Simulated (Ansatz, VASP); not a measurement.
# BaAlGeH in two plane-wave programs

Wanted: the spread between two codes on one cell, functional and k mesh. The cell is taken from a series of runs on this material, whose earlier steps may have relaxed, scaled, displaced or heated it; both programs get it as it stands.

Main program and level: Ansatz 0.2.0; plane waves, with VASP 6.6.1 beside it; dielectric response at PBEsol.

## (1) Set-up

It takes space group P3m1 (No. 156, trigonal). The conventional cell has a = 4.345 Å, b = 4.345 Å, c = 5.216 Å, α = 90.00°, β = 90.00°, γ = 120.00°. Nearest to Ba lie 3 H at 2.60 Å. Nearest to Al lie 1 H at 1.73 Å and 3 Ge at 2.55 Å. Nearest to Ge lie 3 Al at 2.55 Å. Nearest to H lie 1 Al at 1.73 Å and 3 Ba at 2.60 Å. Farther neighbours are not listed.

## (2) VASP: dielectric response, PBEsol

The response to a field tests empty states and converges slowly with the mesh.

Lines of VASP's logs that name or quote its potential files are left out, and so is its time.

INCAR

```
SYSTEM = BaAlGeH
PREC = Accurate
ENCUT = 410
EDIFF = 1E-08
NELM = 120
ISMEAR = 0
SIGMA = 0.01
LREAL = .FALSE.
ALGO = Normal
GGA = PS
NBANDS = 20
LORBIT = 11
LWAVE = .FALSE.
LCHARG = .FALSE.
ISIF = 2
LEPSILON = .TRUE.
LASPH = .TRUE.
GGA_COMPAT = .FALSE.
KPAR = 2
```

POSCAR

```
BaAlGeH
1.0
    4.3448400000      0.0000000000      0.0000000000
   -2.1724200000      3.7627418154      0.0000000000
    0.0000000000      0.0000000000      5.2160600000
Ba Al Ge H
1 1 1 1
Direct
    0.0000000000      0.0000000000      0.0000000000
    0.6666666667      0.3333333333      0.5395000000
    0.3333333333      0.6666666667      0.4551000000
    0.6666666667      0.3333333333      0.8703000000
```

KPOINTS

```
Automatic mesh
0
Gamma
6 6 4
0 0 0
```

PAW data sets: Ba_sv, Al, Ge_d and H (PBE family, release 64).

On the command line:

```sh
$ mpirun -np 2 vasp_std
```

Numbers of over 12 decimals in the logs are rounded to 6 here.

Log:

```text
[banner, memory and clock lines left out]
running    2 mpi-ranks, on    1 nodes
 distrk:  each k-point on    1 cores,    2 groups
 distr:  one band on    1 cores,    1 groups

 POSCAR found type information on POSCAR BaAlGeH
 POSCAR found :  4 types and       4 ions
|                                                                             |
|               ----> ADVICE to this user running VASP <----                  |
|                                                                             |
|     You enforced a specific xc type in the INCAR file but a different       |
|     [... a line on the potential file left out ...]
|     I HOPE YOU KNOW WHAT YOU ARE DOING!                                     |
|                                                                             |

 LDA part: xc-table for (Slater+PW92), standard interpolation
 POSCAR, INCAR and KPOINTS ok, starting setup
 FFT: planning ... GRIDC
 FFT: planning ... GRID_SOFT
 FFT: planning ... GRID
 WAVECAR not read
 entering main loop
       N       E                     dE             d eps       ncg     rms          rms(c)
DAV:   1     0.189819887904E+03    0.18982E+03   -0.11661E+04  1148   0.198E+03
DAV:   2     0.594676767056E+01   -0.18387E+03   -0.17616E+03  1036   0.508E+02
DAV:   3    -0.162812303945E+02   -0.22228E+02   -0.22060E+02  1124   0.117E+02
DAV:   4    -0.171467812149E+02   -0.86555E+00   -0.86440E+00  1332   0.240E+01
DAV:   5    -0.171718269594E+02   -0.25046E-01   -0.25041E-01  1320   0.387E+00    0.573E+00
DAV:   6    -0.167385663394E+02    0.43326E+00   -0.44022E-01  1168   0.331E+00    0.326E+00
DAV:   7    -0.166205641641E+02    0.11800E+00   -0.60420E-01  1124   0.407E+00    0.658E-01
DAV:   8    -0.166213534523E+02   -0.78929E-03   -0.67717E-02  1072   0.124E+00    0.195E-01
DAV:   9    -0.166209046287E+02    0.44882E-03   -0.45796E-03  1196   0.358E-01    0.716E-02
DAV:  10    -0.166209752802E+02   -0.70652E-04   -0.48769E-04  1184   0.130E-01    0.222E-02
DAV:  11    -0.166209817351E+02   -0.64548E-05   -0.20767E-05  1252   0.263E-02    0.577E-03
DAV:  12    -0.166209814938E+02    0.24128E-06   -0.32816E-06  1200   0.145E-02    0.253E-03
DAV:  13    -0.166209815020E+02   -0.82582E-08   -0.59953E-07  1124   0.475E-03    0.882E-04
DAV:  14    -0.166209814627E+02    0.39297E-07   -0.52192E-08   960   0.156E-03    0.360E-04
DAV:  15    -0.166209814351E+02    0.27655E-07   -0.99369E-09   816   0.553E-04    0.726E-05
DAV:  16    -0.166209814341E+02    0.10036E-08   -0.13042E-09   644   0.286E-04
   1 F= -.16620981E+02 E0= -.16620981E+02  d E =-.384380E-11
 Linear response reoptimize wavefunctions to high precision
DAV:   1    -0.166209814338E+02    0.25921E-09   -0.21674E-10   652   0.124E-04
DAV:   2    -0.166209814339E+02   -0.44110E-10   -0.50917E-11   616   0.650E-05
 Linear response G [H, r] |phi>, progress :
  Direction:   1
       N       E                     dE             d eps       ncg     rms
RMM:   1    -0.517549607927E+02   -0.51755E+02    0.28283E+03  1158   0.816E+02
RMM:   2    -0.794472400105E+02   -0.27692E+02   -0.39572E+01  2061   0.312E+01
RMM:   3    -0.801523696932E+02   -0.70513E+00   -0.66055E+00  2246   0.867E+00
RMM:   4    -0.802482548943E+02   -0.95885E-01   -0.10374E+00  2273   0.279E+00
RMM:   5    -0.802760492594E+02   -0.27794E-01   -0.29035E-01  2361   0.126E+00
RMM:   6    -0.802838025806E+02   -0.77533E-02   -0.77384E-02  2383   0.606E-01
RMM:   7    -0.802861987352E+02   -0.23962E-02   -0.31019E-02  2385   0.344E-01
RMM:   8    -0.802870798648E+02   -0.88113E-03   -0.93309E-03  2393   0.194E-01
RMM:   9    -0.802874771527E+02   -0.39729E-03   -0.81289E-05  2397   0.119E-01
RMM:  10    -0.802876699445E+02   -0.19279E-03   -0.59801E-03  2416   0.809E-02
RMM:  11    -0.802877505823E+02   -0.80638E-04   -0.26929E-04  2425   0.564E-02
RMM:  12    -0.802877972514E+02   -0.46669E-04   -0.11000E-04  2342   0.397E-02
RMM:  13    -0.802878170210E+02   -0.19770E-04    0.84892E-04  2299   0.288E-02
RMM:  14    -0.802878331031E+02   -0.16082E-04    0.28665E-04  2262   0.216E-02
RMM:  15    -0.802878386013E+02   -0.54981E-05    0.65535E-04  2242   0.164E-02
RMM:  16    -0.802878458327E+02   -0.72315E-05    0.34069E-04  2223   0.130E-02
RMM:  17    -0.802878476279E+02   -0.17952E-05    0.47048E-04  2216   0.104E-02
RMM:  18    -0.802878500803E+02   -0.24524E-05    0.13330E-04  2224   0.864E-03
RMM:  19    -0.802878511494E+02   -0.10691E-05    0.39420E-04  2237   0.736E-03
RMM:  20    -0.802878520298E+02   -0.88044E-06    0.25187E-04  2233   0.639E-03
RMM:  21    -0.802878526416E+02   -0.61173E-06    0.25558E-04  2244   0.562E-03
RMM:  22    -0.802878533894E+02   -0.74783E-06    0.19009E-04  2248   0.510E-03
RMM:  23    -0.802878532405E+02    0.14885E-06    0.23822E-04  2255   0.463E-03
RMM:  24    -0.802878538408E+02   -0.60025E-06    0.88549E-05  2268   0.431E-03
[...]
RMM:  37    -0.321892916851E+01    0.81177E-08   -0.25852E-06  1149   0.229E-04
RMM:  38    -0.321892915334E+01    0.15161E-07   -0.16321E-06  1142   0.218E-04
RMM:  39    -0.321892914581E+01    0.75373E-08   -0.21661E-06  1134   0.208E-04
RMM:  40    -0.321892913522E+01    0.10583E-07   -0.14740E-06  1122   0.199E-04
RMM:  41    -0.321892912531E+01    0.99168E-08   -0.18925E-06  1115   0.191E-04
RMM:  42    -0.321892911853E+01    0.67805E-08   -0.12815E-06  1101   0.185E-04
[...]
RMM:   8    -0.455251306137E+01    0.49367E-03   -0.42097E-04  7402   0.748E-02    0.402E-03
RMM:   9    -0.455248634012E+01    0.26721E-04   -0.41100E-04  7021   0.493E-02    0.273E-03
RMM:  10    -0.455268176492E+01   -0.19542E-03   -0.48258E-04  7315   0.380E-02    0.206E-03
RMM:  11    -0.455270264418E+01   -0.20879E-04   -0.36975E-04  7300   0.303E-02    0.735E-04
RMM:  12    -0.455276603279E+01   -0.63389E-04   -0.25359E-04  7538   0.248E-02    0.810E-04
RMM:  13    -0.455275266362E+01    0.13369E-04   -0.24129E-04  7168   0.206E-02    0.265E-04
RMM:  14    -0.455279225283E+01   -0.39589E-04   -0.31668E-04  7295   0.173E-02    0.154E-04
RMM:  15    -0.455279403265E+01   -0.17798E-05   -0.25096E-04  7218   0.141E-02    0.331E-04
RMM:  16    -0.455280333675E+01   -0.93041E-05   -0.22032E-04  7007   0.120E-02    0.297E-04
RMM:  17    -0.455280606733E+01   -0.27306E-05   -0.18901E-04  6253   0.100E-02    0.493E-04
RMM:  18    -0.455280874019E+01   -0.26729E-05   -0.14910E-04  6818   0.862E-03    0.885E-04
RMM:  19    -0.455280804447E+01    0.69572E-06   -0.15375E-04  6337   0.717E-03    0.105E-03
RMM:  20    -0.455280634087E+01    0.17036E-05   -0.67552E-05  6843   0.615E-03    0.132E-03
RMM:  21    -0.455280942177E+01   -0.30809E-05   -0.83928E-05  6322   0.524E-03    0.126E-03
RMM:  22    -0.455281067710E+01   -0.12553E-05   -0.56483E-05  5301   0.451E-03    0.134E-03
RMM:  23    -0.455280744812E+01    0.32290E-05   -0.54791E-05  6317   0.389E-03    0.151E-03
 change of polarisation eV/A/(eV/A) component  1 :     8.554    -0.001     0.000
 dielectric tensor                  component  1 :    19.152    -0.002     0.000
 Linear response to external field, progress :
  Direction:   2
       N       E                     dE             d eps       ncg     rms          rms(c)
RMM:   1    -0.519477740643E+00   -0.51948E+00    0.16386E+01  2201   0.265E+01
RMM:   2    -0.447360057343E+01   -0.39541E+01   -0.59875E-01  4359   0.224E+00    0.233E+00
RMM:   3    -0.436799358971E+01    0.10561E+00   -0.14882E-01  3928   0.204E+00    0.134E+00
RMM:   4    -0.450099886496E+01   -0.13301E+00   -0.14436E-01  4091   0.202E+00    0.278E-01
RMM:   5    -0.454762793809E+01   -0.46629E-01   -0.14573E-02  4395   0.655E-01    0.462E-02
RMM:   6    -0.454965565624E+01   -0.20277E-02   -0.12324E-03  4436   0.219E-01    0.326E-02
RMM:   7    -0.455299332108E+01   -0.33377E-02   -0.61590E-04  4498   0.117E-01    0.103E-02
RMM:   8    -0.455271557554E+01    0.27775E-03   -0.21770E-03  4583   0.719E-02    0.409E-03
RMM:   9    -0.455270898187E+01    0.65937E-05   -0.45994E-04  4354   0.438E-02    0.244E-03
RMM:  10    -0.455287885546E+01   -0.16987E-03   -0.24137E-04  4556   0.328E-02    0.157E-03
RMM:  11    -0.455288517358E+01   -0.63181E-05   -0.60433E-04  4550   0.260E-02    0.517E-04
RMM:  12    -0.455292599841E+01   -0.40825E-04   -0.85207E-04  4476   0.211E-02    0.499E-04
RMM:  13    -0.455292159170E+01    0.44067E-05   -0.62547E-04  4476   0.172E-02    0.214E-04
RMM:  14    -0.455294179686E+01   -0.20205E-04   -0.53160E-04  4575   0.144E-02    0.215E-04
RMM:  15    -0.455294126061E+01    0.53625E-06   -0.48322E-04  4502   0.116E-02    0.236E-04
RMM:  16    -0.455296823205E+01   -0.26971E-04   -0.29215E-04  4387   0.102E-02    0.831E-04
RMM:  17    -0.455294673893E+01    0.21493E-04   -0.40314E-04  4436   0.863E-03    0.526E-04
RMM:  18    -0.455295459919E+01   -0.78603E-05   -0.24663E-04  4192   0.705E-03    0.406E-04
RMM:  19    -0.455294896277E+01    0.56364E-05   -0.28827E-04  3949   0.596E-03    0.656E-04
RMM:  20    -0.455295271794E+01   -0.37552E-05   -0.15817E-04  3441   0.510E-03    0.705E-04
RMM:  21    -0.455295235087E+01    0.36707E-06   -0.25242E-04  3294   0.432E-03    0.781E-04
RMM:  22    -0.455295342516E+01   -0.10743E-05   -0.12100E-04  3277   0.372E-03    0.845E-04
RMM:  23    -0.455295452496E+01   -0.10998E-05   -0.11947E-04  3888   0.326E-03    0.769E-04
 change of polarisation eV/A/(eV/A) component  2 :    -1.790     8.554    -0.001
 dielectric tensor                  component  2 :    -3.798    19.152    -0.002
 Linear response to external field, progress :
  Direction:   3
       N       E                     dE             d eps       ncg     rms          rms(c)
RMM:   1    -0.446263162859E+00   -0.44626E+00    0.12408E+01  1115   0.261E+01
RMM:   2    -0.319614859015E+01   -0.27499E+01   -0.47364E-01  2149   0.222E+00    0.203E+00
RMM:   3    -0.302869018405E+01    0.16746E+00   -0.27584E-01  1981   0.258E+00    0.111E+00
RMM:   4    -0.310326314614E+01   -0.74573E-01   -0.19291E-01  1998   0.202E+00    0.393E-01
RMM:   5    -0.316857634071E+01   -0.65313E-01   -0.14308E-02  2087   0.965E-01    0.864E-02
RMM:   6    -0.318206260564E+01   -0.13486E-01   -0.53939E-03  2143   0.501E-01    0.416E-02
RMM:   7    -0.318495303093E+01   -0.28904E-02   -0.21294E-03  2260   0.261E-01    0.233E-02
RMM:   8    -0.318563606044E+01   -0.68303E-03   -0.13522E-03  2191   0.997E-02    0.116E-02
RMM:   9    -0.318605440435E+01   -0.41834E-03    0.36674E-04  2226   0.560E-02    0.527E-03
RMM:  10    -0.318621118745E+01   -0.15678E-03   -0.12289E-04  2199   0.373E-02    0.120E-03
RMM:  11    -0.318615803278E+01    0.53155E-04    0.18292E-05  2357   0.245E-02    0.112E-03
RMM:  12    -0.318620375182E+01   -0.45719E-04   -0.24835E-05  2288   0.181E-02    0.647E-04
RMM:  13    -0.318621839908E+01   -0.14647E-04    0.26961E-05  2275   0.141E-02    0.466E-04
RMM:  14    -0.318622293801E+01   -0.45389E-05    0.63361E-05  2205   0.117E-02    0.637E-04
[...]
RMM:  35    -0.318626408960E+01    0.33040E-06   -0.22388E-06  1352   0.613E-04    0.835E-05
RMM:  36    -0.318626489088E+01   -0.80129E-06    0.18097E-06  1243   0.553E-04    0.702E-05
RMM:  37    -0.318626446875E+01    0.42214E-06   -0.31307E-06  1646   0.522E-04    0.681E-05
RMM:  38    -0.318626486521E+01   -0.39646E-06    0.17535E-06  1164   0.446E-04    0.588E-05
RMM:  39    -0.318626604371E+01   -0.11785E-05   -0.31617E-06  1491   0.431E-04    0.465E-05
RMM:  40    -0.318626590886E+01    0.13485E-06    0.12749E-06  1160   0.381E-04    0.463E-05
RMM:  41    -0.318626615196E+01   -0.24310E-06   -0.28418E-06  1268   0.355E-04    0.447E-05
RMM:  42    -0.318626597452E+01    0.17744E-06    0.54762E-07  1132   0.321E-04    0.454E-05
 change of polarisation eV/A/(eV/A) component  3 :     1.283     0.836     5.938
 dielectric tensor                  component  3 :     2.722     1.775    13.600
 Born effective charges drift removed
```

From OUTCAR (step 2):

```text
ion  position               nearest neighbor table
   1  0.000  0.000  0.000-   4 2.60   4 2.60   4 2.60   3 3.45   3 3.45   3 3.45   2 3.47   2 3.47
                             2 3.47   2 3.77   2 3.77   2 3.77   3 3.79   3 3.79   3 3.79
   2  0.667  0.333  0.539-   4 1.73   3 2.55   3 2.55   3 2.55   1 3.47   1 3.47   1 3.47   1 3.77
                             1 3.77   1 3.77
   3  0.333  0.667  0.455-   2 2.55   2 2.55   2 2.55   1 3.45   1 3.45   1 3.45   1 3.79   1 3.79
                             1 3.79
   4  0.667  0.333  0.870-   2 1.73   1 2.60   1 2.60   1 2.60

  LATTYP: Found a hexagonal cell.
 ALAT       =     4.3448400000
 C/A-ratio  =     1.2005183160

 Subroutine GETGRP returns: Found  6 space group operations
 (whereof  6 operations were pure point group operations)

The static configuration has the point symmetry C_3v.

 Found     24 irreducible k-points:

   k-points           NKPTS =     24   k-points in BZ     NKDIM =     24   number of bands    NBANDS=     20

   dimension x,y,z NGX =    30 NGY =   30 NGZ =   36
   dimension x,y,z NGXF=    60 NGYF=   60 NGZF=   72

   ENCUT  =  410.0 eV  30.13 Ry    5.49 a.u.   7.17  7.17  8.61*2*pi/ulx,y,z

   NELECT =      28.0000    total number of electrons

 k-points in reciprocal lattice and weights: Automatic mesh
   0.00000000  0.00000000  0.00000000       0.007
   0.16666667  0.00000000  0.00000000       0.042
   0.33333333  0.00000000  0.00000000       0.042
   0.50000000  0.00000000  0.00000000       0.021
   0.16666667  0.16666667  0.00000000       0.042
   0.33333333  0.16666667  0.00000000       0.083
   0.33333333  0.33333333  0.00000000       0.014
   0.00000000  0.00000000  0.25000000       0.014
   0.16666667  0.00000000  0.25000000       0.042
[...]
0.33333333  0.16666667  0.50000000       0.083
   0.33333333  0.33333333  0.50000000       0.014

 average (electrostatic) potential at core
       1 -35.6932       2 -76.2612       3 -74.0982       4 -32.0922

  Total       -0.4592871     -0.4592871     -0.6193170     -0.0000000     -0.0000000      0.0000000
  in kB       -8.6292689     -8.6292689    -11.6359764     -0.0000000     -0.0000000      0.0000000
  external PRESSURE =      -9.6315047 kB  Pullay stress =       0.0000000 kB

  energy-cutoff  :      410.00
  volume of cell :       85.27
      direct lattice vectors                 reciprocal lattice vectors
     4.344840000  0.000000000  0.000000000     0.230158073  0.132881825  0.000000000
    -2.172420000  3.762741815  0.000000000     0.000000000  0.265763650  0.000000000
     0.000000000  0.000000000  5.216060000     0.000000000  0.000000000  0.191715586

 POSITION                                       TOTAL-FORCE (eV/Angst)
 -----------------------------------------------------------------------------------
      0.00000      0.00000      0.00000        -0.000000      0.000000      0.009828
      2.17242      1.25425      2.81406         0.000000      0.000000     -0.116176
     -0.00000      2.50849      2.37383         0.000000     -0.000000     -0.021605
      2.17242      1.25425      4.53954        -0.000000      0.000000      0.127954
 -----------------------------------------------------------------------------------
    total drift:                                0.000000      0.000000     -0.002058

 MACROSCOPIC STATIC DIELECTRIC TENSOR (including local field effects in DFT)
 ------------------------------------------------------
          19.152142     0.000000     0.000000
           0.000000    19.152142     0.000000
           0.000000     0.000000    13.599748
 ------------------------------------------------------

 PIEZOELECTRIC TENSOR (including local field effects)  for field in x, y, z        (C/m^2)
          XX          YY          ZZ          XY          YZ          ZX
  --------------------------------------------------------------------------------
  x     0.00000     0.00000    -0.00000    -0.26190     0.00000    -0.06478
  y    -0.26190     0.26190    -0.00000     0.00000    -0.06478     0.00000
  z     0.28404     0.28404    -0.26101     0.00000     0.00000     0.00000

 BORN EFFECTIVE CHARGES (including local field effects) (in |e|, cummulative output)
 ---------------------------------------------------------------------------------
 ion    1
    1     1.93542     0.00000     0.00000
    2     0.00000     1.93542     0.00000
    3     0.00000    -0.00000     2.40843
 ion    2
    1     2.40945     0.00000     0.00000
    2     0.00000     2.40945    -0.00000
    3     0.00000     0.00000     1.21250
 ion    3
    1    -3.06043     0.00000     0.00000
    2     0.00000    -3.06043     0.00000
    3     0.00000    -0.00000    -1.97798
 ion    4
    1    -1.28444     0.00000     0.00000
    2    -0.00000    -1.28444     0.00000
    3     0.00000     0.00000    -1.64295
```

Harder data sets than Ba_sv exist (the GW ones), and pressures, volumes and forces can shift noticeably with them.

(Part 1 of 2 ends here.)

[Lines on the potential files, build, host, timing and source positions are cut from VASP's logs without a mark.]

[Logs are printed without paths, hosts, clocks, repeated set-up lines and the standing remarks that a program may print on its own settings, such as how far it seeks lower states.]

[Hosts, paths, dates, database ids (printed as entryN), source tags and the programs' standing remarks are cut or masked in the printed files.]
